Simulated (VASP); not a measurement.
All values below come from PBEsol GGA, VASP's PBE PAW potentials (set 64) (plane waves; VASP).

VASP input:

POSCAR:
```
Y
6.4037530
  1.0000000000   0.0000000000   0.0000000000
  0.4999999219   0.9755412178   0.0000000000
  0.0000000000   0.0000000000   3.7210523267
Y
10
Cartesian
  0.8273809879   0.1516947083   1.2492688976
  0.4940479522   0.5967541716   1.3850947497
  0.3273804947   0.0662714415   1.5209354859
  0.9940474591   0.5113309048   1.6567613379
  1.3273804235   0.9563903681   1.7926057952
  0.4940474659   0.4259086136   1.9284465314
  0.8273814303   0.8709680769   2.0642723835
  0.9940469727   0.3404853469   2.2001168408
  1.3273809371   0.7855448102   2.3359426928
  0.4940479796   0.2550630557   2.4717834290
```

File KPOINTS:
```
Automatic
0
gamma
5 5 1
```

**INCAR**
```
SYSTEM = Y
PREC = Accurate; ENCUT = 300; LREAL = .FALSE.
LASPH = .TRUE.; NBANDS = 56
EDIFF = 1E-6; NELM = 100; ALGO = Normal
LMAXMIX = 4
ISMEAR = -1; SIGMA = 0.1
GGA = PS
ISIF = 2
LWAVE = .FALSE.; LCHARG = .FALSE.
DIPOL = 0.5 0.5 0.5
LDIPOL = .TRUE.; IDIPOL = 3
```

POTCAR, in this order: Y_sv (PBE.64 set). Program: vasp_std.

The resulting files:

File OSZICAR:
```
...
DAV:  12    -0.615318995824E+02   -0.85977E-02   -0.36015E-01  1952   0.844E-01    0.801E-01
DAV:  13    -0.615509187660E+02   -0.19019E-01   -0.25475E-01  1976   0.557E-01    0.611E-01
DAV:  14    -0.615653199972E+02   -0.14401E-01   -0.13441E-01  1904   0.304E-01    0.353E-01
DAV:  15    -0.615755736482E+02   -0.10254E-01   -0.87874E-02  2064   0.205E-01    0.246E-01
DAV:  16    -0.615835914065E+02   -0.80178E-02   -0.72017E-02  1864   0.193E-01    0.116E-01
DAV:  17    -0.615890607910E+02   -0.54694E-02   -0.52370E-02  1792   0.111E-01    0.102E-01
DAV:  18    -0.615930342307E+02   -0.39734E-02   -0.38142E-02  1872   0.784E-02    0.125E-01
DAV:  19    -0.615960065946E+02   -0.29724E-02   -0.31465E-02  1744   0.658E-02    0.218E-01
DAV:  20    -0.615989931193E+02   -0.29865E-02   -0.26305E-02  1848   0.915E-02    0.151E-01
DAV:  21    -0.616010695555E+02   -0.20764E-02   -0.20180E-02  1960   0.557E-02    0.174E-01
DAV:  22    -0.616027447281E+02   -0.16752E-02   -0.16417E-02  1352   0.405E-02    0.176E-01
DAV:  23    -0.616041197573E+02   -0.13750E-02   -0.13696E-02  1088   0.308E-02    0.210E-01
DAV:  24    -0.616053509450E+02   -0.12312E-02   -0.12255E-02  1096   0.278E-02    0.224E-01
DAV:  25    -0.616064898149E+02   -0.11389E-02   -0.11468E-02  1352   0.271E-02    0.230E-01
DAV:  26    -0.616074166401E+02   -0.92683E-03   -0.92197E-03  1048   0.217E-02    0.241E-01
DAV:  27    -0.616081570102E+02   -0.74037E-03   -0.73784E-03  1040   0.191E-02    0.269E-01
DAV:  28    -0.616087834046E+02   -0.62639E-03   -0.64324E-03  1344   0.199E-02    0.256E-01
DAV:  29    -0.616092642006E+02   -0.48080E-03   -0.48436E-03  1048   0.155E-02    0.266E-01
DAV:  30    -0.616096406646E+02   -0.37646E-03   -0.38373E-03  1096   0.135E-02    0.264E-01
DAV:  31    -0.616099828387E+02   -0.34217E-03   -0.33878E-03  1040   0.117E-02    0.279E-01
DAV:  32    -0.616102533217E+02   -0.27048E-03   -0.27141E-03  1040   0.989E-03    0.282E-01
DAV:  33    -0.616104784905E+02   -0.22517E-03   -0.25470E-03  1352   0.161E-02    0.257E-01
DAV:  34    -0.616106751667E+02   -0.19668E-03   -0.19978E-03  1128   0.115E-02    0.256E-01
DAV:  35    -0.616108373639E+02   -0.16220E-03   -0.16882E-03  1056   0.848E-03    0.257E-01
DAV:  36    -0.616109808007E+02   -0.14344E-03   -0.14292E-03  1040   0.819E-03    0.258E-01
DAV:  37    -0.616111085207E+02   -0.12772E-03   -0.11918E-03  1056   0.818E-03    0.274E-01
DAV:  38    -0.616112333943E+02   -0.12487E-03   -0.11739E-03  1096   0.820E-03    0.285E-01
DAV:  39    -0.616113308958E+02   -0.97502E-04   -0.10175E-03  1016   0.599E-03    0.285E-01
DAV:  40    -0.616114228574E+02   -0.91962E-04   -0.88153E-04  1016   0.547E-03    0.290E-01
DAV:  41    -0.616115084959E+02   -0.85639E-04   -0.75267E-04  1048   0.662E-03    0.301E-01
DAV:  42    -0.616115741583E+02   -0.65662E-04   -0.73146E-04  1008   0.558E-03    0.297E-01
DAV:  43    -0.616116586222E+02   -0.84464E-04   -0.65955E-04  1344   0.111E-02    0.327E-01
DAV:  44    -0.616117106974E+02   -0.52075E-04   -0.52059E-04  1008   0.581E-03    0.328E-01
DAV:  45    -0.616117316859E+02   -0.20988E-04   -0.52519E-04  1312   0.943E-03    0.302E-01
DAV:  46    -0.616118183816E+02   -0.86696E-04   -0.61597E-04  1232   0.947E-03    0.329E-01
DAV:  47    -0.616118228263E+02   -0.44447E-05   -0.61421E-04  1528   0.156E-02    0.287E-01
DAV:  48    -0.616118346121E+02   -0.11786E-04   -0.72339E-04  1856   0.302E-02    0.233E-01
DAV:  49    -0.616118620714E+02   -0.27459E-04   -0.65038E-04  1872   0.303E-02    0.175E-01
DAV:  50    -0.616118993027E+02   -0.37231E-04   -0.36792E-04  1520   0.126E-02    0.176E-01
DAV:  51    -0.616119207413E+02   -0.21439E-04   -0.32538E-04  1264   0.105E-02    0.173E-01
DAV:  52    -0.616119528571E+02   -0.32116E-04   -0.28521E-04  1232   0.917E-03    0.176E-01
DAV:  53    -0.616119959416E+02   -0.43085E-04   -0.43847E-04  1832   0.305E-02    0.226E-01
DAV:  54    -0.616120269130E+02   -0.30971E-04   -0.29245E-04  1632   0.122E-02    0.238E-01
DAV:  55    -0.616120524953E+02   -0.25582E-04   -0.24471E-04  1112   0.463E-03    0.243E-01
DAV:  56    -0.616120945356E+02   -0.42040E-04   -0.30621E-04  1552   0.199E-02    0.225E-01
DAV:  57    -0.616120935771E+02    0.95850E-06   -0.29201E-04  1832   0.261E-02    0.166E-01
DAV:  58    -0.616121221584E+02   -0.28581E-04   -0.22891E-04  1552   0.105E-02    0.176E-01
DAV:  59    -0.616121420027E+02   -0.19844E-04   -0.18941E-04  1040   0.386E-03    0.178E-01
DAV:  60    -0.616121643334E+02   -0.22331E-04   -0.19511E-04  1328   0.773E-03    0.178E-01
DAV:  61    -0.616121875770E+02   -0.23244E-04   -0.19598E-04  1464   0.131E-02    0.192E-01
DAV:  62    -0.616122282637E+02   -0.40687E-04   -0.19940E-04  1440   0.138E-02    0.212E-01
DAV:  63    -0.616122617251E+02   -0.33461E-04   -0.18324E-04  1352   0.102E-02    0.221E-01
DAV:  64    -0.616122750413E+02   -0.13316E-04   -0.17430E-04  1336   0.969E-03    0.203E-01
DAV:  65    -0.616122931264E+02   -0.18085E-04   -0.19085E-04  1456   0.114E-02    0.191E-01
DAV:  66    -0.616122827225E+02    0.10404E-04   -0.20009E-04  1600   0.224E-02    0.145E-01
DAV:  67    -0.616123018108E+02   -0.19088E-04   -0.16060E-04  1512   0.122E-02    0.142E-01
DAV:  68    -0.616123154169E+02   -0.13606E-04   -0.12938E-04  1304   0.100E-02    0.142E-01
DAV:  69    -0.616123288280E+02   -0.13411E-04   -0.10574E-04  1280   0.832E-03    0.147E-01
DAV:  70    -0.616123389079E+02   -0.10080E-04   -0.89034E-05  1016   0.405E-03    0.148E-01
DAV:  71    -0.616123315944E+02    0.73135E-05   -0.96547E-05  1248   0.923E-03    0.155E-01
DAV:  72    -0.616123381414E+02   -0.65471E-05   -0.81434E-05  1040   0.490E-03    0.157E-01
DAV:  73    -0.616123451543E+02   -0.70128E-05   -0.70006E-05   968   0.276E-03    0.158E-01
DAV:  74    -0.616123529417E+02   -0.77875E-05   -0.71647E-05   968   0.337E-03    0.161E-01
DAV:  75    -0.616123653153E+02   -0.12374E-04   -0.75223E-05  1328   0.590E-03    0.162E-01
DAV:  76    -0.616124568573E+02   -0.91542E-04   -0.71179E-04  1952   0.500E-02    0.176E-01
DAV:  77    -0.616124720125E+02   -0.15155E-04   -0.17823E-04  1704   0.187E-02    0.172E-01
DAV:  78    -0.616124859436E+02   -0.13931E-04   -0.11482E-04  1352   0.141E-02    0.169E-01
DAV:  79    -0.616124784650E+02    0.74787E-05   -0.82281E-05  1352   0.129E-02    0.161E-01
DAV:  80    -0.616124723914E+02    0.60736E-05   -0.65502E-05  1352   0.104E-02    0.159E-01
DAV:  81    -0.616124960019E+02   -0.23610E-04   -0.17337E-04  1816   0.316E-02    0.164E-01
DAV:  82    -0.616125788153E+02   -0.82813E-04   -0.22121E-04  1872   0.329E-02    0.196E-01
DAV:  83    -0.616125819405E+02   -0.31252E-05   -0.78986E-05  1600   0.156E-02    0.204E-01
DAV:  84    -0.616125741191E+02    0.78214E-05   -0.49162E-05  1344   0.857E-03    0.205E-01
DAV:  85    -0.616125896895E+02   -0.15570E-04   -0.42015E-05  1176   0.686E-03    0.210E-01
DAV:  86    -0.616125783532E+02    0.11336E-04   -0.78508E-05  1752   0.209E-02    0.187E-01
DAV:  87    -0.616125820474E+02   -0.36942E-05   -0.58619E-05  1872   0.164E-02    0.182E-01
DAV:  88    -0.616125860071E+02   -0.39596E-05   -0.34114E-05  1136   0.617E-03    0.180E-01
DAV:  89    -0.616125936282E+02   -0.76212E-05   -0.28748E-05   992   0.373E-03    0.181E-01
DAV:  90    -0.616125977287E+02   -0.41005E-05   -0.27416E-05  1016   0.374E-03    0.181E-01
DAV:  91    -0.616125014733E+02    0.96255E-04   -0.32636E-04  1840   0.369E-02    0.150E-01
DAV:  92    -0.616124888531E+02    0.12620E-04   -0.26315E-04  1872   0.280E-02    0.145E-01
DAV:  93    -0.616124893872E+02   -0.53409E-06   -0.15639E-04  1752   0.225E-02    0.158E-01
DAV:  94    -0.616124914388E+02   -0.20516E-05   -0.11013E-04  1768   0.146E-02    0.163E-01
DAV:  95    -0.616124972021E+02   -0.57633E-05   -0.57786E-05  1344   0.800E-03    0.171E-01
DAV:  96    -0.616125185593E+02   -0.21357E-04   -0.54380E-05  1312   0.978E-03    0.161E-01
DAV:  97    -0.616125281381E+02   -0.95787E-05   -0.35935E-05  1200   0.680E-03    0.156E-01
DAV:  98    -0.616125303422E+02   -0.22041E-05   -0.28286E-05  1032   0.466E-03    0.154E-01
DAV:  99    -0.616125194018E+02    0.10940E-04   -0.34940E-05  1248   0.815E-03    0.147E-01
DAV: 100    -0.616125020201E+02    0.17382E-04   -0.33640E-05  1352   0.102E-02
   1 F= -.61612502E+02 E0= -.61401698E+02  d E =-.421607E+00
```

File OUTCAR:
```
------------------------ aborting loop EDIFF was not reached (unconverged)  ----------------------------
  FORCE on cell =-STRESS in cart. coord.  units (eV):
  Direction    XX          YY          ZZ          XY          YZ          ZX
  --------------------------------------------------------------------------------------
  Total      -13.0602289    -14.2010872     -9.7426191     -0.7912539     -0.6602048      0.2731555
  in kB      -21.9505928    -23.8680567    -16.3746185     -1.3298766     -1.1096197      0.4590981
  external PRESSURE =     -20.7310893 kB  Pullay stress =       0.0000000 kB
  volume of cell :      953.27
      direct lattice vectors                 reciprocal lattice vectors
     6.403753000  0.000000000  0.000000000     0.156158428 -0.080036804  0.000000000
     3.201876000  6.247125000  0.000000000     0.000000000  0.160073634  0.000000000
     0.000000000  0.000000000 23.828700000     0.000000000  0.000000000  0.041966200
 POSITION                                       TOTAL-FORCE (eV/Angst)
 -----------------------------------------------------------------------------------
      5.29834      0.97142      8.00001         0.127739      0.076456      0.751358
      3.16376      3.82147      8.86980        -0.208669     -0.008093      0.480684
      2.09646      0.42439      9.73970        -0.035482      0.078532      0.144836
      6.36563      3.27444     10.60949         0.018820     -0.110258      0.000519
      8.50022      6.12449     11.47940         0.165301      0.063653     -0.117470
      3.16376      2.72741     12.34930        -0.165301     -0.063653      0.117470
      5.29835      5.57746     13.21909        -0.018820      0.110258     -0.000519
      6.36563      2.18038     14.08900         0.035482     -0.078532     -0.144836
      8.50022      5.03043     14.95880         0.208669      0.008093     -0.480684
      3.16376      1.63336     15.82869        -0.127739     -0.076456     -0.751358
 -----------------------------------------------------------------------------------
    total drift:                                0.012147      0.002383      0.268454
  FREE ENERGIE OF THE ION-ELECTRON SYSTEM (eV)
  ---------------------------------------------------
  free  energy   TOTEN  =       -61.6125020201 eV

  energy  without entropy=      -61.1908948648  energy(sigma->0) =      -61.40169844
```
(Selected blocks of OUTCAR.)

### stdout
```
...
 -----------------------------------------------------------------------------
|                                                                             |
|           W    W    AA    RRRRR   N    N  II  N    N   GGGG   !!!           |
|           W    W   A  A   R    R  NN   N  II  NN   N  G    G  !!!           |
|           W    W  A    A  R    R  N N  N  II  N N  N  G       !!!           |
|           W WW W  AAAAAA  RRRRR   N  N N  II  N  N N  G  GGG   !            |
|           WW  WW  A    A  R   R   N   NN  II  N   NN  G    G                |
|           W    W  A    A  R    R  N    N  II  N    N   GGGG   !!!           |
|                                                                             |
|     The electronic self-consistency was not achieved in the given           |
|     number of steps (NELM). The forces and other quantities evaluated       |
|     might not be reliable so examine the results carefully. If you find     |
|     spurious results, we suggest increasing NELM, if you were close to      |
|     convergence or switching to a different ALGO or adjusting the           |
|     density mixing parameters otherwise.                                    |
|                                                                             |
 -----------------------------------------------------------------------------

 -----------------------------------------------------------------------------
|                                                                             |
|           W    W    AA    RRRRR   N    N  II  N    N   GGGG   !!!           |
|           W    W   A  A   R    R  NN   N  II  NN   N  G    G  !!!           |
|           W    W  A    A  R    R  N N  N  II  N N  N  G       !!!           |
|           W WW W  AAAAAA  RRRRR   N  N N  II  N  N N  G  GGG   !            |
|           WW  WW  A    A  R   R   N   NN  II  N   NN  G    G                |
|           W    W  A    A  R    R  N    N  II  N    N   GGGG   !!!           |
|                                                                             |
|     Your highest band is occupied at some k-points! Unless you are          |
|     performing a calculation for an insulator or semiconductor, without     |
|     unoccupied bands, you have included TOO FEW BANDS!! Please increase     |
|     the parameter NBANDS in file INCAR to ensure that the highest band      |
|     is unoccupied at all k-points. It is always recommended to include      |
|     a few unoccupied bands to accelerate the convergence of                 |
|     molecular-dynamics runs (even for insulators or semiconductors),        |
|     since the presence of unoccupied bands improves wavefunction            |
|     prediction and helps to suppress 'band-crossings'.                      |
|                                                                             |
 -----------------------------------------------------------------------------

   1 F= -.61612502E+02 E0= -.61401698E+02  d E =-.421607E+00
```

The run did not converge; its last values are not results.

At this cut-off the stress carries a Pulay error, which pulls relaxed volumes low. The cell holds a wide vacuum, so values per volume refer to the whole cell.

The cell is a sheet with vacuum, built from a database entry that may be metastable or hypothetical. VASP warned that the highest band is occupied, so more bands are needed.
